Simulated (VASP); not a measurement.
# HfZr2Se4 (C2/m) in VASP: density of states with PBE

Aim: the density of states of HfZr2Se4 with PBE.

All numbers are computed with VASP 6.6.1; they aren't measurements. Logs are shortened: lines on timing, memory, paths and dates and some standing lists are left out, and cuts for length are marked.

**1. Starting point**

It takes space group C2/m (No. 12, monoclinic). Conventional cell: a = 14.440 Å, b = 3.656 Å, c = 6.751 Å, α = 90.00°, β = 117.07°, γ = 90.00°. Around Zr (site symmetry m) lie 6 Se at 2.70 to 2.94 Å. Around Hf (site symmetry 2/m) lie 6 Se at 2.65 to 2.73 Å. Se (site symmetry m) is surrounded by 2 Hf at 2.73 Å and 3 Zr at 2.83 to 2.94 Å. Se (site symmetry m) is surrounded by 1 Hf at 2.65 Å and 3 Zr at 2.70 to 2.71 Å.

The cell was built by a generator and needn't be a form met in nature.

**2. Density of states, PBE**

File POSCAR:

```
HfZr2Se4
1.0
    7.2198590000     -1.8280900000      0.0000000000
    7.2198590000      1.8280900000      0.0000000000
   -3.0718130000      0.0000000000      6.0116810000
Zr Hf Se
2 1 4
Direct
    0.2541610000      0.2541610000      0.3029270000
    0.7458390000      0.7458390000      0.6970730000
    0.0000000000      0.0000000000      0.0000000000
    0.3673620000      0.3673620000      0.0350030000
    0.6326380000      0.6326380000      0.9649970000
    0.1048450000      0.1048450000      0.4407800000
    0.8951550000      0.8951550000      0.5592200000
```

File INCAR.step1:

```
PREC = Accurate
ENCUT = 520
EDIFF = 1E-6
ISMEAR = 0
SIGMA = 0.1
LREAL = F
LASPH = T
NELM = 80
ALGO = Normal
ISIF = 2
LWAVE = F
LCHARG = T
LMAXMIX = 4
GGA = PE
KPAR = 8
```

File KPOINTS.step1:

```
Automatic mesh
0
Gamma
  8 8 6
```

File INCAR.step2:

```
PREC = Accurate
ENCUT = 520
EDIFF = 1E-6
ISMEAR = -5
SIGMA = 0.1
LREAL = F
LASPH = T
NELM = 80
ALGO = Normal
ISIF = 2
LWAVE = F
LCHARG = F
LMAXMIX = 4
GGA = PE
LORBIT = 10
KPAR = 8
NEDOS = 2001
ICHARG = 11
```

File KPOINTS.step2:

```
Automatic mesh
0
Gamma
  12 12 9
```

Potentials or basis: VASP PAW PBE potentials, release 64 (Zr_sv, Hf_pv, Se).

Command:

```console
cat potpaw_PBE.64/Zr_sv/POTCAR potpaw_PBE.64/Hf_pv/POTCAR potpaw_PBE.64/Se/POTCAR > POTCAR
cp INCAR.step1 INCAR
cp KPOINTS.step1 KPOINTS
mpirun -np 8 vasp_std > vasp.out
cp INCAR.step2 INCAR
cp KPOINTS.step2 KPOINTS
mpirun -np 8 vasp_std > vasp.out
```

OUTCAR:

```text
PREC = Accurate
   ENCUT = 520
   EDIFF = 1E-6
   ISMEAR = -5
   LREAL = F
   LASPH = T
   NELM = 80
   ISIF = 2
   GGA = PE
   LORBIT = 10
   ICHARG = 11

 ion  position               nearest neighbor table
   1  0.254  0.254  0.303-   7 2.70   7 2.70   6 2.71   5 2.83   5 2.83   4 2.94   2 3.28   2 3.28
                             3 3.29
   2  0.746  0.746  0.697-   6 2.70   6 2.70   7 2.71   4 2.83   4 2.83   5 2.94   1 3.28   1 3.28
                             3 3.29
   3  0.000  0.000  0.000-   6 2.65   7 2.65   5 2.73   5 2.73   4 2.73   4 2.73   1 3.29   2 3.29

   4  0.367  0.367  0.035-   3 2.73   3 2.73   2 2.83   2 2.83   1 2.94
   5  0.633  0.633  0.965-   3 2.73   3 2.73   1 2.83   1 2.83   2 2.94
   6  0.105  0.105  0.441-   3 2.65   2 2.70   2 2.70   1 2.71
   7  0.895  0.895  0.559-   3 2.65   1 2.70   1 2.70   2 2.71

  LATTYP: Found a base centered monoclinic cell.
 ALAT       =    14.4397180000
 B/A-ratio  =     0.2532030058
 C/A-ratio  =     0.4675316630
 COS(beta)  =    -0.4550142877

  Lattice vectors:

 A1 = (   7.2198590000,  -1.8280900000,   0.0000000000)
 A2 = (   7.2198590000,   1.8280900000,   0.0000000000)
 A3 = (  -3.0718130000,   0.0000000000,   6.0116810000)

Analysis of symmetry for initial positions (statically):
=====================================================================
 Subroutine PRICEL returns:
 Original cell was already a primitive cell.

 Routine SETGRP: Setting up the symmetry group for a
 base centered monoclinic supercell.

 Subroutine GETGRP returns: Found  4 space group operations
 (whereof  4 operations were pure point group operations)
 out of a pool of  4 trial point group operations.

The static configuration has the point symmetry C_2h.

Analysis of symmetry for dynamics (positions and initial velocities):
=====================================================================
 Subroutine PRICEL returns:
 Original cell was already a primitive cell.

 Routine SETGRP: Setting up the symmetry group for a
 base centered monoclinic supercell.

 Subroutine GETGRP returns: Found  4 space group operations
 (whereof  4 operations were pure point group operations)
 out of a pool of  4 trial point group operations.

The dynamic configuration has the point symmetry C_2h.

 Subroutine INISYM returns: Found  4 space group operations
 (whereof  4 operations are pure point group operations),
 and found     1 'primitive' translations

----------------------------------------------------------------------------------------

                                     Primitive cell

  volume of cell :     158.6910

  direct lattice vectors                    reciprocal lattice vectors
     7.219859000 -1.828090000  0.000000000     0.069253430 -0.273509510  0.035386706
     7.219859000  1.828090000  0.000000000     0.069253430  0.273509510  0.035386706
    -3.071813000  0.000000000  6.011681000     0.000000000  0.000000000  0.166342825

  length of vectors
     7.447702802  7.447702802  6.751025370     0.284351382  0.284351382  0.166342825

  position of ions in fractional coordinates (direct lattice)
     0.254161000  0.254161000  0.302927000
     0.745839000  0.745839000  0.697073000
     0.000000000  0.000000000  0.000000000
     0.367362000  0.367362000  0.035003000
     0.632638000  0.632638000  0.964997000
     0.104845000  0.104845000  0.440780000
     0.895155000  0.895155000  0.559220000

  ion indices of the primitive-cell ions
   primitive index   ion index
                 1           1
                 2           2
                 3           3
                 4           4
                 5           5
                 6           6
                 7           7

----------------------------------------------------------------------------------------

 KPOINTS: Automatic mesh

Automatic generation of k-mesh.
 Grid dimensions read from file:
 generate k-points for:   12   12    9

 Generating k-lattice:

  Cartesian coordinates                     Fractional coordinates (reciprocal lattice)
     0.005771119 -0.022792459  0.002948892     0.083333333  0.000000000 -0.000000000
     0.005771119  0.022792459  0.002948892     0.000000000  0.083333333 -0.000000000
     0.000000000  0.000000000  0.018482536     0.000000000  0.000000000  0.111111111

  Length of vectors
     0.023695949  0.023695949  0.018482536

  Shift w.r.t. Gamma in fractional coordinates (k-lattice)
     0.000000000  0.000000000  0.000000000

 TETIRR: Found   1950 inequivalent tetrahedra from     7776

 Subroutine IBZKPT returns following result:
 ===========================================

 Found    355 irreducible k-points:

 Following reciprocal coordinates:
            Coordinates               Weight
  0.000000  0.000000  0.000000      1.000000
  0.083333  0.000000  0.000000      4.000000
  0.166667  0.000000  0.000000      4.000000
  0.250000  0.000000  0.000000      4.000000
  0.333333  0.000000  0.000000      4.000000
  0.416667  0.000000  0.000000      4.000000
[... 16 lines left out ...]
  0.500000  0.166667  0.000000      4.000000
 -0.416667  0.166667 -0.000000      4.000000
 [... further k-points ...]
   k-points           NKPTS =    355   k-points in BZ     NKDIM =    355   number of bands    NBANDS=     34
   number of dos      NEDOS =   2001   number of ions     NIONS =      7
   total plane-waves  NPLWV = 156800
   dimension x,y,z NGX =    56 NGY =   56 NGZ =   50
   dimension x,y,z NGXF=   112 NGYF=  112 NGZF=  100
   ions per type =               2   1   4
   NGX,Y,Z   is equivalent  to a cutoff of  12.50, 12.50, 12.31 a.u.
   NGXF,Y,Z  is equivalent  to a cutoff of  25.00, 25.00, 24.63 a.u.
 SYSTEM =  unknown system
   PREC   = accura    normal or accurate (medium, high low for compatibility)
   ISTART =      0    job   : 0-new  1-cont  2-samecut
   ICHARG =     11    charge: 1-file 2-atom 10-const
   ISPIN  =      1    spin polarized calculation?
   LNONCOLLINEAR =      F non collinear calculations
   LSORBIT =      F    spin-orbit coupling
   LASPH  =      T    aspherical Exc in radial PAW
   ENCUT  =  520.0 eV  38.22 Ry    6.18 a.u.  13.85 13.85 12.55*2*pi/ulx,y,z
   NELM   =     80;   NELMIN=  2; NELMDL=  0     # of ELM steps
   EDIFF  = 0.1E-05   stopping-criterion for ELM
   LREAL  =      F    real-space projection
   EDIFFG = 0.1E-04   stopping-criterion for IOM
   NSW    =      0    number of steps for IOM
   IBRION =     -1    ionic relax: 0-MD 1-quasi-New 2-CG
   NFREE  =      0    steps in history (QN), initial steepest desc. (CG)
   ISIF   =      2    stress and relaxation
   ISYM   =      2    0-nonsym 1-usesym 2-fastsym
   POTIM  = 0.5000    time-step for ionic-motion
   TEBEG  =    0.0;   TEEND  =   0.0 temperature during run
   PSTRESS=    0.0 pullay stress
   NELECT =      58.0000    total number of electrons
   NUPDOWN=      -1.0000    fix difference up-down
   EMIN   =  10.00;   EMAX   =-10.00  energy-range for DOS
   EFERMI =   0.00;   METHOD = LEGACY
   ISMEAR =    -5;   SIGMA  =   0.10  broadening in eV -4-tet -1-fermi 0-gaus
   EFERMI_NEDOS =   21; number of points for ismear=-14 and -15
   IALGO  =     38    algorithm
   IMIX   =      4    mixing-type and parameters
     AMIX     =   0.40;   BMIX     =  1.00
     AMIX_MAG =   1.60;   BMIX_MAG =  1.00
  volume/ion in A,a.u.               =      22.67       152.99
  Fermi-wavevector in a.u.,A,eV,Ry     =   1.170487  2.211901 18.640537  1.370041
  Thomas-Fermi vector in A             =   2.306945
   LORBIT       =     10    0 simple, 1 ext, 2 COOP (PROOUT), +10 PAW based schemes
   GGA     = PE    functional components
   LHFCALC =     F    Hartree Fock is set to
   AEXX    =    0.0000 exact exchange contribution
   IVDW    =     0    specifies the selected vdW correction
   LEPSILON=     F    determine dielectric tensor
   LRPA    =     F    only Hartree local field effects (RPA)
 non-spin polarized calculation
 Fermi weights with tetrahedron method with Bloechl corrections
  energy-cutoff  :      520.00
  volume of cell :      158.69
 maximum number of plane-waves:      4299

 number of electron      58.0000000 magnetization

 Free energy of the ion-electron system (eV)
  ---------------------------------------------------
  ext. energy  EPLUGINS =         0.00000000
  ---------------------------------------------------
  free energy    TOTEN  =       -50.04950301 eV

  energy without entropy =      -50.04950301  energy(sigma->0) =      -50.04950301

 E-fermi :   6.4043     XC(G=0): -10.2871

 val. band max:        6.4361602606   @ k =   0.2500   0.0000   0.2222
 cond. band min:       6.3767769270   @ k =   0.4167   0.4167   0.2222
 fundamental gap:     -0.0593833336
 Fermi energy:         6.4043041744

 k-point     1 :       0.0000    0.0000    0.0000
  band No.  band energies     occupation
      1     -42.9698      2.00000
      2     -42.9319      2.00000
      3     -25.5519      2.00000
      4     -25.5289      2.00000
      5     -25.3692      2.00000
      6     -21.1983      2.00000
[... 26 lines left out ...]
     33       7.1860      0.00000
     34       8.2308      0.00000

 k-point     2 :       0.0833    0.0000    0.0000
  band No.  band energies     occupation
      1     -42.9685      2.00000
      2     -42.9319      2.00000
      3     -25.5512      2.00000
      4     -25.5365      2.00000
      5     -25.3679      2.00000
      6     -21.1948      2.00000
[... 26 lines left out ...]
     33       7.2880      0.00000
     34       8.3496      0.00000

 k-point     3 :       0.1667    0.0000    0.0000
  band No.  band energies     occupation
      1     -42.9648      2.00000
      2     -42.9320      2.00000
      3     -25.5571      2.00000
      4     -25.5492      2.00000
      5     -25.3644      2.00000
      6     -21.1868      2.00000
[... 26 lines left out ...]
     33       7.6046      0.00000
     34       8.2544      0.00000

 k-point     4 :       0.2500    0.0000    0.0000
  band No.  band energies     occupation
      1     -42.9593      2.00000
      2     -42.9326      2.00000
      3     -25.5850      2.00000
      4     -25.5466      2.00000
      5     -25.3595      2.00000
      6     -21.1822      2.00000
[... 26 lines left out ...]
     33       7.9044      0.00000
     34       8.2281      0.00000

 k-point     5 :       0.3333    0.0000    0.0000
  band No.  band energies     occupation
      1     -42.9530      2.00000
      2     -42.9340      2.00000
      3     -25.6128      2.00000
      4     -25.5439      2.00000
      5     -25.3547      2.00000
      6     -21.1906      2.00000
[... 621 lines left out ...]
 k-point    22 :       0.4167    0.1667    0.0000
  band No.  band energies     occupation
      1     -42.9593      2.00000
      2     -42.9326      2.00000
      3     -25.5850      2.00000
      4     -25.5466      2.00000
      5     -25.3594      2.00000
      6     -21.1820      2.00000
[... 26 lines left out ...]
     33       7.6693      0.00000
     34       8.1538      0.00000

 k-point    23 :       0.5000    0.1667    0.0000
  band No.  band energies     occupation
      1     -42.9530      2.00000
      2     -42.9340      2.00000
      3     -25.6128      2.00000
      4     -25.5439      2.00000
      5     -25.3546      2.00000
      6     -21.1905      2.00000
[... 26 lines left out ...]
     33       7.7814      0.00000
     34       8.4054      0.00000

 k-point    24 :      -0.4167    0.1667   -0.0000
  band No.  band energies     occupation
      1     -42.9466      2.00000
      2     -42.9368      2.00000
      3     -25.6331      2.00000
      4     -25.5420      2.00000
      5     -25.3511      2.00000
      6     -21.2073      2.00000
[... 26 lines left out ...]
     33       8.1606      0.00000
     34       8.6803      0.00000

 [... further k-points ...]

------------------------ aborting loop because EDIFF is reached ----------------------------------------

  FORCE on cell =-STRESS in cart. coord.  units (eV):
  Direction    XX          YY          ZZ          XY          YZ          ZX
  --------------------------------------------------------------------------------------
  -------------------------------------------------------------------------------------
  Total        0.1193847     -0.1531979     -0.1540596      0.0000000      0.0000000     -0.0623585
  in kB        1.2053325     -1.5467182     -1.5554179      0.0000000      0.0000000     -0.6295846
  external PRESSURE =      -0.6322679 kB  Pullay stress =       0.0000000 kB

 VOLUME and BASIS-vectors are now :
 -----------------------------------------------------------------------------
  energy-cutoff  :      520.00
  volume of cell :      158.69
      direct lattice vectors                 reciprocal lattice vectors
     7.219859000 -1.828090000  0.000000000     0.069253430 -0.273509510  0.035386706
     7.219859000  1.828090000  0.000000000     0.069253430  0.273509510  0.035386706
    -3.071813000  0.000000000  6.011681000     0.000000000  0.000000000  0.166342825

 POSITION                                       TOTAL-FORCE (eV/Angst)
 -----------------------------------------------------------------------------------
      2.73948      0.00000      1.82110        -0.020330      0.000000      0.010272
      8.62843      0.00000      4.19058         0.020330      0.000000     -0.010272
      0.00000      0.00000      0.00000        -0.000000     -0.000000      0.000000
      5.19708      0.00000      0.21043         0.005769      0.000000     -0.022416
      6.17082      0.00000      5.80125        -0.005769      0.000000      0.022416
      0.15994      0.00000      2.64983         0.006072      0.000000     -0.010981
     11.20797      0.00000      3.36185        -0.006072      0.000000      0.010981
 -----------------------------------------------------------------------------------
    total drift:                                0.000000      0.000000     -0.000000

  FREE ENERGIE OF THE ION-ELECTRON SYSTEM (eV)
  ---------------------------------------------------
  free  energy   TOTEN  =       -50.0495030097 eV

  energy  without entropy=      -50.0495030097  energy(sigma->0) =      -50.04950301

 total charge

# of ion       s       p       d       tot
------------------------------------------
    1        2.144   5.972   1.665   9.780
    2        2.144   5.972   1.665   9.780
    3        0.289   6.404   1.538   8.231
    4        1.438   2.431   0.041   3.910
    5        1.438   2.431   0.041   3.910
    6        1.448   2.430   0.047   3.925
    7        1.448   2.430   0.047   3.925
--------------------------------------------------
tot         10.349  28.069   5.044  43.462
```

It took 6.9 min on 8 MPI ranks of Intel Xeon Platinum 8488C (Sapphire Rapids), shared host; peak memory 1.7 GiB.

What came out:

```yaml
Valence_electrons_inside_the_program's_atomic_spheres: Zr 9.78; Hf 8.23; Se 3.91, 3.92
```

States per cell in windows of 1 eV (zero at the Fermi level; states under -8 eV left out):
```
from (eV)  total  Hf3_d  Zr1_d  Zr2_d  Se6_p  Se7_p  Se4_p
     -8.0   0.00   0.00   0.00   0.00   0.00   0.00   0.00
     -7.0   1.06   0.02   0.02   0.02   0.04   0.04   0.12
     -6.0   4.85   0.18   0.10   0.10   0.35   0.35   0.47
     -5.0   5.76   0.40   0.18   0.18   0.52   0.52   0.57
     -4.0   7.98   0.28   0.35   0.35   0.82   0.82   0.83
     -3.0   4.27   0.12   0.18   0.18   0.61   0.61   0.35
     -2.0   0.57   0.09   0.07   0.07   0.02   0.02   0.03
     -1.0   3.54   0.41   0.73   0.73   0.06   0.06   0.05
      0.0   4.88   1.21   0.76   0.76   0.08   0.08   0.06
      1.0   4.14   0.98   0.74   0.74   0.05   0.05   0.06
      2.0   1.06   0.14   0.25   0.25   0.01   0.01   0.01
      3.0   0.00   0.00   0.00   0.00   0.00   0.00   0.00
      4.0   0.00   0.00   0.00   0.00   0.00   0.00   0.00
```

Caveat: tetrahedron occupations give inexact forces and stress in metals. The run has no spin-orbit coupling, so splittings on Hf are missing.
